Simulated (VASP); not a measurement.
# HfO2: what each functional gives for the gap, part 2 of 3

Aim: the gap of HfO2 on one structure at many levels of theory. The starting structure is a measured crystal structure from the Crystallography Open Database. The atoms were first relaxed with LDA in that cell, in a run that isn't shown, and the relaxed structure is the one below. Meshes and data sets differ where the inputs say so.

VASP 6.6.1.

Results so far: LDA 3.931 eV; PBE 4.119 eV.

**4. Bands with r2SCAN**

Level of this step: r2SCAN; plane waves and PAW (Hf_pv, O) (VASP).

r2SCAN adds the kinetic-energy density, costs more than a GGA and is run with LASPH.

INCAR

```
SYSTEM = HfO2
PREC = Accurate
ENCUT = 460
EDIFF = 1E-06
NELM = 100
ISMEAR = 0
SIGMA = 0.03
LREAL = .FALSE.
ALGO = Normal
METAGGA = R2SCAN
LASPH = .TRUE.
NBANDS = 72
LORBIT = 11
LWAVE = .FALSE.
LCHARG = .FALSE.
KPAR = 8
NCORE = 2
```

POSCAR

```
HfO2
1.0
    5.1156000000      0.0000000000      0.0000000000
    0.0000000000      5.1722000000      0.0000000000
   -0.8447144024      0.0000000000      5.2269842757
Hf O
4 8
Direct
    0.2757950272      0.4567340553      0.7080925417
    0.7242049728      0.9567340553      0.7919074583
    0.7242049728      0.5432659447      0.2919074583
    0.2757950272      0.0432659447      0.2080925417
    0.4510997048      0.7424279229      0.9769591789
    0.5489002952      0.2424279229      0.5230408211
    0.5489002952      0.2575720771      0.0230408211
    0.4510997048      0.7575720771      0.4769591789
    0.0673282843      0.1710387267      0.8496936254
    0.9326717157      0.6710387267      0.6503063746
    0.9326717157      0.8289612733      0.1503063746
    0.0673282843      0.3289612733      0.3496936254
```

KPOINTS

```
Automatic mesh
0
Gamma
4 4 4
0 0 0
```

KPOINTS_OPT

```
Line mode
8
Line-mode
Reciprocal
  0.00000000   0.00000000   0.00000000 GAMMA
  0.00000000   0.00000000   0.50000000 Y

  0.00000000   0.00000000   0.50000000 Y
 -0.43397697   0.00000000   0.57166053 H

 -0.43397697   0.00000000   0.57166053 H
 -0.50000000   0.00000000   0.50000000 C

 -0.50000000   0.00000000   0.50000000 C
 -0.50000000   0.50000000   0.50000000 E

 -0.50000000   0.50000000   0.50000000 E
 -0.56602303   0.50000000   0.42833947 M1

 -0.56602303   0.50000000   0.42833947 M1
 -0.50000000   0.50000000   0.00000000 A

 -0.50000000   0.50000000   0.00000000 A
 -0.50000000   0.00000000   0.00000000 X

 -0.50000000   0.00000000   0.00000000 X
 -0.56602303   0.00000000   0.42833947 H1

 -0.43397697   0.50000000   0.57166053 M
  0.00000000   0.50000000   0.50000000 D

  0.00000000   0.50000000   0.50000000 D
  0.00000000   0.50000000   0.00000000 Z

  0.00000000   0.00000000   0.50000000 Y
  0.00000000   0.50000000   0.50000000 D
```

PAW data sets: Hf_pv and O (PBE family, release 64).

Run with:

```bash
> mpirun -np 16 vasp_std
```

What it wrote:

```text
[banner, memory and clock lines left out]
running   16 mpi-ranks, on    1 nodes
[...]
|                                                                             |
|               ----> ADVICE to this user running VASP <----                  |
|                                                                             |
|     You enforced a specific xc type in the INCAR file but a different       |
|     [... a line on the potential file left out ...]
|     I HOPE YOU KNOW WHAT YOU ARE DOING!                                     |
|                                                                             |

 LDA part: xc-table for (None), standard interpolation
 POSCAR, INCAR and KPOINTS ok, starting setup
[...]
entering main loop
       N       E                     dE             d eps       ncg     rms          rms(c)
DAV:   1     0.320604401743E+03    0.32060E+03   -0.45755E+04  4328   0.114E+03
DAV:   2    -0.289410360846E+03   -0.61001E+03   -0.58044E+03  5088   0.334E+02
[...]
1 F= -.27523341E+03 E0= -.27523341E+03  d E =-.197065E-24
 Start KPOINTS_OPT (optional k-point list driver)
k-point batch [1-30\88]
       N       E                     dE             ncg
DAV:   1    -0.800277782329E+04   -0.58588E+05     4320
DAV:   2    -0.257260803591E+05   -0.17723E+05     4968
DAV:   3    -0.267537239354E+05   -0.10276E+04     5128
DAV:   4    -0.267670997568E+05   -0.13376E+02     5344
DAV:   5    -0.267673504499E+05   -0.25069E+00     5472
DAV:   6    -0.267673566379E+05   -0.61880E-02     5400
DAV:   7    -0.267673568090E+05   -0.17113E-03     5416
DAV:   8    -0.267673568143E+05   -0.52567E-05     4152
DAV:   9    -0.267673568146E+05   -0.28858E-06     3408
[...]
k-point batch [61-88\88]
       N       E                     dE             ncg
DAV:   1    -0.425443258059E+04   -0.62059E+05     4048
DAV:   2    -0.206463979769E+05   -0.16392E+05     4712
DAV:   3    -0.215828689482E+05   -0.93647E+03     4824
DAV:   4    -0.215949740583E+05   -0.12105E+02     5016
DAV:   5    -0.215951931229E+05   -0.21906E+00     5088
DAV:   6    -0.215951987489E+05   -0.56260E-02     5080
DAV:   7    -0.215951989097E+05   -0.16083E-03     5016
DAV:   8    -0.215951989147E+05   -0.49804E-05     3936
DAV:   9    -0.215951989149E+05   -0.22361E-06     3176
```

Wall time 66 s (16 MPI ranks of AMD EPYC 9R45, shared host); peak memory 4.8 GiB; 17 min of CPU time.

Parts of OUTCAR (step 4):

```text
  Total       -2.8068421     -2.8953141     -2.5169202      0.0000000      0.0000000     -0.7404864
  in kB      -32.5166268    -33.5415544    -29.1579477      0.0000000      0.0000000     -8.5783664
  external PRESSURE =     -31.7387096 kB  Pullay stress =       0.0000000 kB

 POSITION                                       TOTAL-FORCE (eV/Angst)
 -----------------------------------------------------------------------------------
      0.81272      2.36232      3.70119        -0.069058      0.088028      0.024635
      3.03581      4.94842      4.13929         0.069058      0.088028     -0.024635
      3.45816      2.80988      1.52580         0.069058     -0.088028     -0.024635
      1.23508      0.22378      1.08770        -0.069058     -0.088028      0.024635
      1.48239      3.83999      5.10655        -0.088469      0.000758     -0.016528
      2.36613      1.25389      2.73393         0.088469      0.000758      0.016528
      2.78849      1.33221      0.12043         0.088469     -0.000758      0.016528
      1.90475      3.91831      2.49306        -0.088469     -0.000758     -0.016528
     -0.37332      0.88465      4.44134         0.001618      0.034305     -0.054482
      4.22185      3.47075      3.39914        -0.001618      0.034305      0.054482
      4.64421      4.28755      0.78565        -0.001618     -0.034305      0.054482
      0.04903      1.70145      1.82784         0.001618     -0.034305     -0.054482
 -----------------------------------------------------------------------------------
    total drift:                               -0.000000      0.000000     -0.000000

  FREE ENERGIE OF THE ION-ELECTRON SYSTEM (eV)
  ---------------------------------------------------
  free  energy   TOTEN  =      -275.2334051858 eV

  energy  without entropy=     -275.2334051858  energy(sigma->0) =     -275.23340519

[... 2 parts as in an earlier step ...]

[... 1 further part left out ...]
[key lines of the parts left out:]
E-fermi :   2.9265
```

r2SCAN gives a least gap of 4.623 eV, and a least direct gap of 4.693 eV. The least gap is +0.692 eV from that of LDA.

**5. Bands with TB-mBJ**

TB-mBJ is a local potential fitted to gaps: it costs far less than a hybrid but gives no energy. Its energies, forces and stress mean nothing.

Edit INCAR of step 4 so:

```diff
@@ -4,3 +4,3 @@
 EDIFF = 1E-06
-NELM = 100
+NELM = 150
 ISMEAR = 0
@@ -9,3 +9,3 @@
 ALGO = Normal
-METAGGA = R2SCAN
+METAGGA = MBJ
 LASPH = .TRUE.
```

POSCAR is that of step 4.

KPOINTS is that of step 4.

KPOINTS_OPT is that of step 4.

Run with:

```bash
> mpirun -np 16 vasp_std
```

What it wrote:

```text
[banner, memory and clock lines left out]
running   16 mpi-ranks, on    1 nodes
[...]
[... a notice as in an earlier step ...]

 LDA part: xc-table for (None), standard interpolation
 POSCAR, INCAR and KPOINTS ok, starting setup
[...]
entering main loop
       N       E                     dE             d eps       ncg     rms          rms(c)
DAV:   1     0.368646405351E+04    0.36865E+04   -0.44319E+04  4328   0.111E+03
DAV:   2     0.309685907236E+04   -0.58960E+03   -0.56061E+03  5088   0.323E+02
DAV:   3     0.306468075043E+04   -0.32178E+02   -0.31936E+02  5216   0.673E+01
DAV:   4     0.306434879535E+04   -0.33196E+00   -0.33168E+00  5112   0.719E+00
[...]
DAV:  65     0.309075469937E+04    0.63772E-05    0.27736E-13  2184   0.548E-06    0.625E-06
DAV:  66     0.309075470449E+04    0.51231E-05   -0.10064E-12  2184   0.541E-06    0.435E-06
DAV:  67     0.309075470401E+04   -0.48048E-06   -0.64211E-12  2184   0.328E-06
   1 F= 0.30907547E+04 E0= 0.30907547E+04  d E =-.285953E-11
 Start KPOINTS_OPT (optional k-point list driver)
k-point batch [1-30\88]
       N       E                     dE             ncg
DAV:   1    -0.330677384710E+04   -0.53892E+05     4320
DAV:   2    -0.210775247526E+05   -0.17771E+05     5048
DAV:   3    -0.220552652339E+05   -0.97774E+03     5088
DAV:   4    -0.220680001250E+05   -0.12735E+02     5248
DAV:   5    -0.220681853961E+05   -0.18527E+00     5016
DAV:   6    -0.220681889749E+05   -0.35788E-02     5248
DAV:   7    -0.220681890623E+05   -0.87420E-04     5048
DAV:   8    -0.220681890646E+05   -0.22393E-05     4048
DAV:   9    -0.220681890647E+05   -0.16210E-06     3320
[...]
k-point batch [61-88\88]
       N       E                     dE             ncg
DAV:   1     0.135201339214E+03   -0.57669E+05     4040
DAV:   2    -0.162941050835E+05   -0.16429E+05     4736
DAV:   3    -0.171940577411E+05   -0.89995E+03     4800
DAV:   4    -0.172058478035E+05   -0.11790E+02     4896
DAV:   5    -0.172060128265E+05   -0.16502E+00     4712
DAV:   6    -0.172060160748E+05   -0.32483E-02     4864
DAV:   7    -0.172060161553E+05   -0.80499E-04     4736
DAV:   8    -0.172060161574E+05   -0.20724E-05     3696
DAV:   9    -0.172060161576E+05   -0.15723E-06     3104
```

The job ended after 58 s (16 MPI ranks; peak memory 5.1 GiB; 15 min of CPU time).

From OUTCAR (step 5):

```text
  Total      -93.1463356    -94.3444784    -93.5323097      0.0000000      0.0000000     -2.6582424
  in kB    -1079.0790831  -1092.9592946  -1083.5505057      0.0000000      0.0000000    -30.7951333
  external PRESSURE =   -1085.1962945 kB  Pullay stress =       0.0000000 kB

 POSITION                                       TOTAL-FORCE (eV/Angst)
 -----------------------------------------------------------------------------------
      0.81272      2.36232      3.70119        -0.199199     -0.001837     -0.411261
      3.03581      4.94842      4.13929         0.199199     -0.001837      0.411261
      3.45816      2.80988      1.52580         0.199199      0.001837      0.411261
      1.23508      0.22378      1.08770        -0.199199      0.001837     -0.411261
      1.48239      3.83999      5.10655        -0.533886      0.060368      0.281497
      2.36613      1.25389      2.73393         0.533886      0.060368     -0.281497
      2.78849      1.33221      0.12043         0.533886     -0.060368     -0.281497
      1.90475      3.91831      2.49306        -0.533886     -0.060368      0.281497
     -0.37332      0.88465      4.44134        -0.044397      0.033119     -0.229771
      4.22185      3.47075      3.39914         0.044397      0.033119      0.229771
      4.64421      4.28755      0.78565         0.044397     -0.033119      0.229771
      0.04903      1.70145      1.82784        -0.044397     -0.033119     -0.229771
 -----------------------------------------------------------------------------------
    total drift:                               -0.000000      0.000000     -0.000000

  FREE ENERGIE OF THE ION-ELECTRON SYSTEM (eV)
  ---------------------------------------------------
  free  energy   TOTEN  =      3090.7547040117 eV

  energy  without entropy=     3090.7547040117  energy(sigma->0) =     3090.75470401

[... 2 parts as in an earlier step ...]

[... 1 further part left out ...]
[key lines of the parts left out:]
E-fermi :   4.1198
```

TB-mBJ gives a least gap of 5.731 eV, and a least direct gap of 5.793 eV. The least gap is +1.800 eV from that of LDA.

**6. Bands with LDA + spin-orbit coupling**

Spin-orbit coupling is switched on in this step.

INCAR

```
SYSTEM = HfO2
PREC = Accurate
ENCUT = 460
EDIFF = 1E-06
NELM = 100
ISMEAR = 0
SIGMA = 0.03
LREAL = .FALSE.
ALGO = Normal
GGA = CA
LNONCOLLINEAR = .TRUE.
MAGMOM = 0 0 0 0 0 0 0 0 0 0 0 0 0 0 0 0 0 0 0 0 0 0 0 0 0 0 0 0 0 0 0 0 0 0 0 0
NBANDS = 112
GGA_COMPAT = .FALSE.
LASPH = .TRUE.
LSORBIT = .TRUE.
LMAXMIX = 4
LORBIT = 11
LWAVE = .FALSE.
LCHARG = .FALSE.
KPAR = 8
NCORE = 2
```

POSCAR is that of step 5.

KPOINTS is that of step 5.

KPOINTS_OPT is that of step 5.

Potentials, in the order of the species: Hf_pv and O (LDA family, release 64).

Run with:

```bash
> mpirun -np 16 vasp_ncl
```

What it wrote:

```text
[... set-up lines as in an earlier step ...]
 entering main loop
       N       E                     dE             d eps       ncg     rms          rms(c)
DAV:   1     0.539978502024E+03    0.53998E+03   -0.46366E+04  6728   0.143E+03
DAV:   2    -0.116367128949E+03   -0.65635E+03   -0.62850E+03  8144   0.397E+02
DAV:   3    -0.156030982421E+03   -0.39664E+02   -0.39401E+02  8040   0.896E+01
DAV:   4    -0.156689905705E+03   -0.65892E+00   -0.65685E+00  8064   0.122E+01
[...]
DAV:  13    -0.135413597016E+03   -0.63516E-05   -0.30007E-05  8952   0.338E-02    0.401E-02
DAV:  14    -0.135413599907E+03   -0.28907E-05   -0.49208E-06  6888   0.990E-03    0.163E-02
DAV:  15    -0.135413599560E+03    0.34707E-06   -0.17941E-06  5960   0.729E-03
   1 F= -.13541360E+03 E0= -.13541360E+03  d E =-.184670E-23  mag=    -0.0000     0.0000     0.0000
 Start KPOINTS_OPT (optional k-point list driver)
k-point batch [1-30\88]
       N       E                     dE             ncg
DAV:   1    -0.529634807257E+04   -0.51640E+05     6720
DAV:   2    -0.236552065075E+05   -0.18359E+05     7904
DAV:   3    -0.249513523602E+05   -0.12961E+04     8192
DAV:   4    -0.249809887806E+05   -0.29636E+02     8032
[...]
DAV:   8    -0.249819923484E+05   -0.47705E-04     6976
DAV:   9    -0.249819923510E+05   -0.25402E-05     5536
DAV:  10    -0.249819923512E+05   -0.20446E-06     5048
[...]
k-point batch [61-88\88]
       N       E                     dE             ncg
DAV:   1    -0.172308950486E+04   -0.56429E+05     6272
DAV:   2    -0.189511901770E+05   -0.17228E+05     7360
DAV:   3    -0.201810812979E+05   -0.12299E+04     7616
DAV:   4    -0.202093456482E+05   -0.28264E+02     7560
[...]
DAV:   8    -0.202102838744E+05   -0.63735E-04     6408
DAV:   9    -0.202102838779E+05   -0.35343E-05     5264
DAV:  10    -0.202102838781E+05   -0.24920E-06     4744
```

Elapsed: 81 s, on 16 MPI ranks; peak memory 10 GiB; 21 min of CPU time.

Parts of OUTCAR (step 6):

```text
  Total       -8.8984391     -8.9833080     -8.6740163      0.0000000      0.0000000     -1.2173379
  in kB     -103.0863906   -104.0695772   -100.4865029      0.0000000      0.0000000    -14.1025825
  external PRESSURE =    -102.5474902 kB  Pullay stress =       0.0000000 kB

 POSITION                                       TOTAL-FORCE (eV/Angst)
 -----------------------------------------------------------------------------------
      0.81272      2.36232      3.70119        -0.005990     -0.001704      0.016679
      3.03581      4.94842      4.13929         0.005990     -0.001704     -0.016679
      3.45816      2.80988      1.52580         0.005990      0.001704     -0.016679
      1.23508      0.22378      1.08770        -0.005990      0.001704      0.016679
      1.48239      3.83999      5.10655         0.009378      0.001686     -0.009985
      2.36613      1.25389      2.73393        -0.009378      0.001686      0.009985
      2.78849      1.33221      0.12043        -0.009378     -0.001686      0.009985
      1.90475      3.91831      2.49306         0.009378     -0.001686     -0.009985
     -0.37332      0.88465      4.44134        -0.001661      0.007259      0.006554
      4.22185      3.47075      3.39914         0.001661      0.007259     -0.006554
      4.64421      4.28755      0.78565         0.001661     -0.007259     -0.006554
      0.04903      1.70145      1.82784        -0.001661     -0.007259      0.006554
 -----------------------------------------------------------------------------------
    total drift:                               -0.000000      0.000000     -0.000000

  FREE ENERGIE OF THE ION-ELECTRON SYSTEM (eV)
  ---------------------------------------------------
[...]
1       -0.000  -0.000  -0.000  -0.000
    2        0.000   0.000   0.000   0.000
    3       -0.000  -0.000  -0.000  -0.000
    4        0.000   0.000   0.000   0.000
    5       -0.000   0.000   0.000   0.000
    6        0.000  -0.000   0.000  -0.000
    7       -0.000   0.000   0.000   0.000
    8        0.000  -0.000   0.000  -0.000
    9        0.000   0.000   0.000   0.000
   10       -0.000  -0.000   0.000  -0.000
   11        0.000   0.000   0.000   0.000
   12       -0.000  -0.000   0.000  -0.000
--------------------------------------------------
tot         -0.000   0.000   0.000   0.000

 magnetization (y)
# of ion       s       p       d       tot
------------------------------------------
    1        0.000   0.000   0.000   0.000
    2        0.000   0.000   0.000   0.000
    3        0.000   0.000   0.000   0.000
    4        0.000   0.000   0.000   0.000
    5        0.000  -0.000   0.000  -0.000
    6        0.000  -0.000   0.000  -0.000
    7        0.000  -0.000   0.000  -0.000
    8        0.000  -0.000   0.000  -0.000
    9       -0.000  -0.000   0.000  -0.000
   10       -0.000  -0.000   0.000  -0.000
   11       -0.000  -0.000   0.000  -0.000
   12       -0.000  -0.000   0.000  -0.000
--------------------------------------------------
tot          0.000  -0.000   0.000   0.000

 magnetization (z)
# of ion       s       p       d       tot
------------------------------------------
    1       -0.000  -0.000  -0.000  -0.000
    2        0.000   0.000   0.000   0.000
    3       -0.000  -0.000  -0.000  -0.000
    4        0.000   0.000   0.000   0.000
    5       -0.000  -0.000   0.000  -0.000
    6        0.000   0.000   0.000   0.000
    7       -0.000  -0.000   0.000  -0.000
    8        0.000   0.000   0.000   0.000
    9        0.000   0.000   0.000   0.000
   10       -0.000  -0.000   0.000  -0.000
   11        0.000   0.000   0.000   0.000
   12       -0.000  -0.000   0.000  -0.000
--------------------------------------------------
tot          0.000   0.000  -0.000  -0.000

[... 1 part as in an earlier step ...]

[... 2 further parts left out ...]
[key lines of the parts left out:]
E-fermi :   3.0660
```

LDA + spin-orbit coupling gives a least gap of 3.909 eV, and a least direct gap of 3.981 eV. The least gap is -0.022 eV from that of LDA.

(Part 2 of 3 ends here.)

[Lines on the potential files, build, host, timing and source positions are cut from VASP's logs without a mark.]

[Logs are printed without paths, hosts, clocks, repeated set-up lines and the standing remarks that a program may print on its own settings, such as how far it seeks lower states.]

[Hosts, paths, dates, database ids (printed as entryN), source tags and the programs' standing remarks are cut or masked in the printed files.]
